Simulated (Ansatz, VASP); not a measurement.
# Cross-check of TiAu between VASP and Ansatz, part 2 of 2

Aim: how closely do two programs agree when they are given the same cell, functional and k mesh? The cell is taken from a series of runs on this material, whose earlier steps may have relaxed, scaled, displaced or heated it; both programs get it as it stands. Valence electrons are named where the data sets of a main pair hold unlike numbers.

VASP 6.6.1 and Ansatz 0.2.0.

So far. Step 2 (Ansatz: electric field gradients, PBEsol with D3(BJ)): The run ends at a pressure of 0.43 GPa, with forces up to 0.0081 eV/Å.

### Step 3. VASP: electric field gradients, PBEsol with D3(BJ) (continued)

Level of this step: PBEsol with D3(BJ); plane waves and PAW (Ti_sv_GW, Au_sv_GW) (VASP).

Numbers of over 12 decimals in the logs are rounded to 6 here.

From OUTCAR (step 3):

```text
ion  position               nearest neighbor table
   1  0.250  0.000  0.817-   4 2.76   4 2.76   4 2.76   4 2.76   3 2.79   3 2.79   3 2.83   3 2.83

  LATTYP: Found a simple orthorhombic cell.
 ALAT       =     2.8089588544
 B/A-ratio  =     1.6211528354
 C/A-ratio  =     1.7314244719

 Subroutine GETGRP returns: Found  8 space group operations
 (whereof  4 operations were pure point group operations)

The static configuration has the point symmetry C_2h.
 The point group associated with its full space group is D_2h.

 Found     80 irreducible k-points:

   k-points           NKPTS =     80   k-points in BZ     NKDIM =     80   number of bands    NBANDS=     38

   dimension x,y,z NGX =    40 NGY =   24 NGZ =   40
   dimension x,y,z NGXF=    80 NGYF=   48 NGZF=   80

   ENCUT  =  620.0 eV  45.57 Ry    6.75 a.u.   9.25  5.70  9.87*2*pi/ulx,y,z

   NELECT =      62.0000    total number of electrons

 k-points in reciprocal lattice and weights: Automatic mesh
   0.00000000  0.00000000  0.00000000       0.003
   0.16666667  0.00000000  0.00000000       0.006
   0.33333333  0.00000000  0.00000000       0.006
   0.50000000  0.00000000  0.00000000       0.003
   0.00000000  0.11111111  0.00000000       0.006
   0.16666667  0.11111111  0.00000000       0.012
   0.33333333  0.11111111  0.00000000       0.012
   0.50000000  0.11111111  0.00000000       0.006
   0.00000000  0.22222222  0.00000000       0.006
[...]
0.33333333  0.44444444  0.50000000       0.012
   0.50000000  0.44444444  0.50000000       0.006

 average (electrostatic) potential at core
       1 -93.5499       2 -93.5499       3 -83.7072       4 -83.7072

 E-fermi :  10.0951

 k-point     1 :       0.0000    0.0000    0.0000
  band No.  band energies     occupation
    ...
     28       6.8585      2.00000
     29       8.5698      2.00000
     30       9.4782      2.00012
     31       9.6963      2.01630
     32       9.9319      1.98799
     33      10.1661      0.43897
     34      11.8566     -0.00000
     35      12.4073     -0.00000
     36      12.4625     -0.00000
     37      12.7389     -0.00000
    ...

 k-point     2 :       0.1667    0.0000    0.0000
  band No.  band energies     occupation
    ...
     28       6.7205      2.00000
     29       8.8467      2.00000
     30       9.0533      2.00000
     31       9.6395      2.00589
     32      10.0091      1.65867
     33      10.3026     -0.05719
     34      11.7885     -0.00000
     35      12.2858     -0.00000
     36      12.4917     -0.00000
     37      12.7200     -0.00000
    ...

 k-point     3 :       0.3333    0.0000    0.0000
  band No.  band energies     occupation
    ...
     28       6.2442      2.00000
     29       8.7612      2.00000
     30       9.4922      2.00017
     31       9.8957      2.04961
     32       9.9645      1.88472
     33      10.5143     -0.01158
     34      11.1463     -0.00000
     35      12.1260     -0.00000
     36      12.3288     -0.00000
     37      12.5399     -0.00000
    ...

 Edisp (eV)   -2.71299

  Total      -0.07994    -0.10848    -0.08602     0.00000     0.00000    -0.00000
  in kB      -2.05874    -2.79377    -2.21524     0.00000     0.00000    -0.00000
  external pressure =       -2.36 kB  Pullay stress =        0.00 kB

  energy-cutoff  :      620.00
  volume of cell :       62.21
      direct lattice vectors                 reciprocal lattice vectors
     4.553751611  0.000000000  0.000000000     0.219599154  0.000000000  0.000000000
     0.000000000  2.808958854  0.000000000     0.000000000  0.356003791  0.000000000
     0.000000000  0.000000000  4.863500101     0.000000000  0.000000000  0.205613237

 POSITION                                       TOTAL-FORCE (eV/Angst)
 -----------------------------------------------------------------------------------
      1.13844      0.00000      3.97190         0.000000     -0.000000     -0.015095
      3.41531      0.00000      0.89160         0.000000      0.000000      0.015095
      1.13844      1.40448      1.56192         0.000000     -0.000000     -0.010305
      3.41531      1.40448      3.30158        -0.000000     -0.000000      0.010305
 -----------------------------------------------------------------------------------
    total drift:                                0.000000     -0.000000     -0.000000

  FREE ENERGIE OF THE ION-ELECTRON SYSTEM (eV)
  ---------------------------------------------------
  free  energy   TOTEN  =       -32.1486108130 eV

  energy  without entropy=      -32.1449701413  energy(sigma->0) =      -32.14739726

 Electric field gradients after diagonalization (V/A^2)
 (convention: |V_zz| > |V_xx| > |V_yy|)
----------------------------------------------------------------------
 ion       V_xx      V_yy      V_zz     asymmetry (V_yy - V_xx)/ V_zz
----------------------------------------------------------------------
   1      -5.650    -1.336     6.986       0.618
   2      -5.650    -1.336     6.986       0.618
   3     -43.296   -29.485    72.781       0.190
   4     -43.296   -29.485    72.781       0.190
----------------------------------------------------------------------

 total charge
# of ion       s       p       d       f       tot
--------------------------------------------------
    1        2.208   5.984   1.668   0.007   9.867
    2        2.208   5.984   1.668   0.007   9.867
    3        2.433   6.550   8.252   0.012  17.246
    4        2.433   6.550   8.252   0.012  17.246
--------------------------------------------------
tot          9.282  25.067  19.840   0.037  54.226

[... 3 further parts left out ...]
```

The run ends at a pressure of -0.24 GPa, with forces up to 0.015 eV/Å.

### Step 4. Differences

Known differences besides the potentials themselves: the cutoff is 420 eV in Ansatz and 620 eV in VASP; Ansatz makes its cores anew for this functional, VASP keeps those of its PBE data sets; Ansatz adds the response of the frozen cores to the gradients, VASP leaves it out. Total energies have different zeros and are not compared.

The two programs side by side:

```tsv
quantity	Ansatz	VASP	difference
pressure (GPa)	0.43	-0.24	+0.66
Vzz at Ti1 (V/Å²)	6.9	7.0	-0.1
Vzz at Ti2 (V/Å²)	6.9	7.0	-0.1
Vzz at Au3 (V/Å²)	57.3	72.8	-15.5
Vzz at Au4 (V/Å²)	57.3	72.8	-15.5
```

At this near-relaxed geometry the largest component of a force difference is 7 meV/Å.

### Step 5. Outcome

| Property | Result |
| --- | --- |
| difference in Vzz at Au3 (electric field gradients, PBEsol with D3(BJ)) | -15 V/Å² |
| difference in pressure (electric field gradients, PBEsol with D3(BJ)) | 0.66 GPa |

**Reading.** The difference in pressure is 0.66 GPa (electric field gradients, PBEsol with D3(BJ)), within the 1 GPa picked in this series as the mark of a large difference. What causes the difference of the electric field gradients, PBEsol with D3(BJ) pair stays open here. How closely two codes agree says nothing of how well the functional describes the real material.

[Lines on the potential files, build, host, timing and source positions are cut from VASP's logs without a mark.]

[Logs are printed without paths, hosts, clocks, repeated set-up lines and the standing remarks that a program may print on its own settings, such as how far it seeks lower states.]

[Hosts, paths, dates, database ids (printed as entryN), source tags and the programs' standing remarks are cut or masked in the printed files.]
